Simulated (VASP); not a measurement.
A run of VASP 6.6.1 is set up as follows.

File INCAR:

```
  PREC = Accurate
  ENCUT = 520
  EDIFF = 1E-6
  ISMEAR = 0
  SIGMA = 0.05
  LREAL = False
  LASPH = True
  NELM = 100
  ALGO = Fast
  ISIF = 2
  LWAVE = False
  LCHARG = False
  GGA = PE
  NBANDS = 34
```

KPOINTS

```
regular mesh
0
Gamma
  4 4 4
```

POSCAR

```
Tl3IO
1.0
    5.3385409864      0.0000000000      0.0000000000
    0.0000000000      5.3385409864      0.0000000000
    0.0000000000      0.0000000000      5.3385409864
I O Tl
1 1 3
Direct
    0.0000000000      0.0000000000      0.0000000000
    0.5000000000      0.5000000000      0.5000000000
    0.5000000000      0.5000000000      0.0000000000
    0.5000000000      0.0000000000      0.5000000000
    0.0000000000      0.5000000000      0.5000000000
```

Potentials or basis: VASP PAW PBE potentials, release 64 (I, O, Tl_d).

Launch:

```console
$ cat potpaw_PBE.64/I/POTCAR potpaw_PBE.64/O/POTCAR potpaw_PBE.64/Tl_d/POTCAR > POTCAR
$ mpirun -np 1 vasp_std > vasp.out
```

Question: Estimate the band gap on the k mesh.

Answer: None (metal or under the smearing width).

Question: Estimate the pressure.

Answer: 0.6 GPa.

The run has no spin-orbit coupling, so splittings on I, Tl are missing.
